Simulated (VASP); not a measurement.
Output of a VASP run:

**OUTCAR**
```
 ion  position               nearest neighbor table
   1  0.000  0.000  0.000-   2 3.14   2 3.14   2 3.14   2 3.14   2 3.14   2 3.14
   2  0.500  0.500  0.500-   1 3.14   1 3.14   1 3.14   1 3.14   1 3.14   1 3.14
  LATTYP: Found a face centered cubic cell.
 ALAT       =     6.2741440000
 Subroutine PRICEL returns:
 Original cell was already a primitive cell.
 Subroutine GETGRP returns: Found 48 space group operations
The static configuration has the point symmetry O_h .
The dynamic configuration has the point symmetry O_h .
 Subroutine INISYM returns: Found 48 space group operations
 Subroutine IBZKPT returns following result:
 Found     10 irreducible k-points:

 Following reciprocal coordinates:
            Coordinates               Weight
  0.125000  0.125000  0.125000      8.000000
  0.375000  0.125000  0.125000     24.000000
 -0.375000  0.125000  0.125000     24.000000
 -0.125000  0.125000  0.125000     24.000000
  0.375000  0.375000  0.125000     24.000000
 -0.375000  0.375000  0.125000     48.000000
 -0.125000  0.375000  0.125000     48.000000
 -0.375000 -0.375000  0.125000     24.000000
  0.375000  0.375000  0.375000      8.000000
 -0.375000  0.375000  0.375000     24.000000
   k-points           NKPTS =     10   k-points in BZ     NKDIM =     10   number of bands    NBANDS=     14
   number of dos      NEDOS =    301   number of ions     NIONS =      2
   total plane-waves  NPLWV =   5832
   dimension x,y,z NGX =    18 NGY =   18 NGZ =   18
   dimension x,y,z NGXF=    36 NGYF=   36 NGZF=   36
   ions per type =               1   1
   PREC   = accura    normal or accurate (medium, high low for compatibility)
   ISTART =      0    job   : 0-new  1-cont  2-samecut
   ICHARG =      2    charge: 1-file 2-atom 10-const
   ISPIN  =      1    spin polarized calculation?
   LNONCOLLINEAR =      F non collinear calculations
   LSORBIT =      F    spin-orbit coupling
   INIWAV =      1    electr: 0-lowe 1-rand  2-diag
   ENCUT  =  150.0 eV  11.02 Ry    3.32 a.u.   4.43  4.43  4.43*2*pi/ulx,y,z
   NELM   =    100;   NELMIN=  2; NELMDL= -5     # of ELM steps
   EDIFF  = 0.1E-05   stopping-criterion for ELM
   LREAL  =      F    real-space projection
   NLSPLINE    = F    spline interpolate recip. space projectors
   LMAXMIX     =    4 max onsite mixed and CHGCAR
   VOSKOWN=      0    Vosko Wilk Nusair interpolation
   EDIFFG = 0.1E-04   stopping-criterion for IOM
   NSW    =      0    number of steps for IOM
   NBLOCK =      1;   KBLOCK =      1    inner block; outer block
   IBRION =     -1    ionic relax: 0-MD 1-quasi-New 2-CG
   NFREE  =      0    steps in history (QN), initial steepest desc. (CG)
   ISIF   =      2    stress and relaxation
   ISYM   =      2    0-nonsym 1-usesym 2-fastsym
   TEIN   =    0.0    initial temperature
   TEBEG  =    0.0;   TEEND  =   0.0 temperature during run
   SMASS  =  -3.00    Nose mass-parameter (am)
   PSTRESS=    0.0 pullay stress
   NELECT =      20.0000    total number of electrons
   EFERMI =   0.00;   METHOD = LEGACY
   ISMEAR =     0;   SIGMA  =   0.20  broadening in eV -4-tet -1-fermi 0-gaus
   IALGO  =     38    algorithm
   LDIAG  =      T    sub-space diagonalisation (order eigenvalues)
   IMIX   =      4    mixing-type and parameters
     AMIX     =   0.40;   BMIX     =  1.00
     AMIX_MAG =   1.60;   BMIX_MAG =  1.00
     AMIN     =   0.10
   GGA     = PE    functional components
   VOSKOWN =     0    Vosko Wilk Nusair interpolation
   LHFCALC =     F    Hartree Fock is set to
   LHFONE  =     F    Hartree Fock one center treatment
   AEXX    =    0.0000 exact exchange contribution
   IVDW    =     0    specifies the selected vdW correction
   LEPSILON=     F    determine dielectric tensor
   LRPA    =     F    only Hartree local field effects (RPA)
  energy-cutoff  :      150.00
  volume of cell :       61.75
      direct lattice vectors                 reciprocal lattice vectors
     0.000000000  3.137072000  3.137072000    -0.159384292  0.159384292  0.159384292
     3.137072000  0.000000000  3.137072000     0.159384292 -0.159384292  0.159384292
     3.137072000  3.137072000  0.000000000     0.159384292  0.159384292 -0.159384292
...
```

### OSZICAR
```
       N       E                     dE             d eps       ncg     rms          rms(c)
DAV:   1     0.645566193664E+02    0.64557E+02   -0.58305E+03   296   0.560E+02
DAV:   2    -0.259144028897E+01   -0.67148E+02   -0.65897E+02   376   0.177E+02
DAV:   3    -0.425286569298E+01   -0.16614E+01   -0.16610E+01   280   0.314E+01
DAV:   4    -0.426364955034E+01   -0.10784E-01   -0.10784E-01   346   0.253E+00
DAV:   5    -0.426378185489E+01   -0.13230E-03   -0.13230E-03   280   0.240E-01    0.708E+00
DAV:   6    -0.392131788641E+01    0.34246E+00   -0.71814E-01   292   0.845E+00    0.406E+00
DAV:   7    -0.388947220404E+01    0.31846E-01   -0.28749E-01   328   0.515E+00    0.134E+00
DAV:   8    -0.389090205252E+01   -0.14298E-02   -0.14454E-02   286   0.679E-01    0.305E-01
DAV:   9    -0.389091964354E+01   -0.17591E-04   -0.12083E-03   286   0.259E-01    0.120E-01
DAV:  10    -0.389100355389E+01   -0.83910E-04   -0.12423E-04   322   0.915E-02    0.167E-02
DAV:  11    -0.389100636117E+01   -0.28073E-05   -0.87519E-06   298   0.236E-02    0.120E-02
DAV:  12    -0.389100568616E+01    0.67501E-06   -0.35200E-06   286   0.145E-02
   1 F= -.38910057E+01 E0= -.38908849E+01  d E =-.241548E-03
```

### OUTCAR
```
------------------------ aborting loop because EDIFF is reached ----------------------------------------
  FORCE on cell =-STRESS in cart. coord.  units (eV):
  Direction    XX          YY          ZZ          XY          YZ          ZX
  --------------------------------------------------------------------------------------
  Total      -38.9544161    -38.9544161    -38.9544161     -0.0000000     -0.0000000      0.0000000
  in kB    -1010.7967266  -1010.7967266  -1010.7967266     -0.0000000     -0.0000000      0.0000000
  external PRESSURE =   -1010.7967266 kB  Pullay stress =       0.0000000 kB
  volume of cell :       61.75
      direct lattice vectors                 reciprocal lattice vectors
     0.000000000  3.137072000  3.137072000    -0.159384292  0.159384292  0.159384292
     3.137072000  0.000000000  3.137072000     0.159384292 -0.159384292  0.159384292
     3.137072000  3.137072000  0.000000000     0.159384292  0.159384292 -0.159384292
 POSITION                                       TOTAL-FORCE (eV/Angst)
 -----------------------------------------------------------------------------------
      0.00000      0.00000      0.00000         0.000000      0.000000      0.000000
      3.13707      3.13707      3.13707         0.000000      0.000000     -0.000000
 -----------------------------------------------------------------------------------
    total drift:                               -0.000000      0.000000      0.000000
  FREE ENERGIE OF THE ION-ELECTRON SYSTEM (eV)
  ---------------------------------------------------
  free  energy   TOTEN  =        -3.8910056862 eV

  energy  without entropy=       -3.8907641379  energy(sigma->0) =       -3.89088491
```
(Selected blocks of OUTCAR.)

POSCAR:
```
SnTe
1
    0.0000000000     3.1370720000     3.1370720000
    3.1370720000     0.0000000000     3.1370720000
    3.1370720000     3.1370720000     0.0000000000
Sn Te
1 1
Direct
  0.0000000000   0.0000000000   0.0000000000
  0.5000000000   0.5000000000   0.5000000000
```

### Question
Write an INCAR and KPOINTS that could have produced this output.

### Answer
One answer among several that fit: the input of the run itself, PBE GGA, plane waves, VASP's PBE PAW potentials (set 64).

**INCAR**
```
! general
SYSTEM  = SnTe
PREC    = Accurate
ENCUT   = 150
LREAL   = .FALSE.
LASPH   = .TRUE.

! electronic loop
EDIFF   = 1E-6
NELM    = 100
ALGO    = Normal
LMAXMIX = 4

! smearing
ISMEAR  = 0
SIGMA   = 0.2

! functional
GGA     = PE

! ions
ISIF    = 2

! output
LWAVE   = .FALSE.
LCHARG  = .FALSE.
```

File KPOINTS:
```
kpoints
0
Gamma
 4 4 4
0.5 0.5 0.5
```

POTCAR, in this order: Sn_d Te (PBE.64 set). Program: vasp_std.

At this cut-off the stress carries a Pulay error, which pulls relaxed volumes low.

The structure comes from a computed database's SnTe entry; how it stands against other phases isn't given here. The cell was not relaxed at this level. The k-mesh is coarse (spacing up to 0.43 per Å, 2π included), so the numbers may not be converged in it. The run is one of a series of settings (ENCUT = 150, KPOINTS 4×4×4 Γ-centred mesh shifted by (0.5, 0.5, 0.5) against the base run), some of them coarse on purpose.
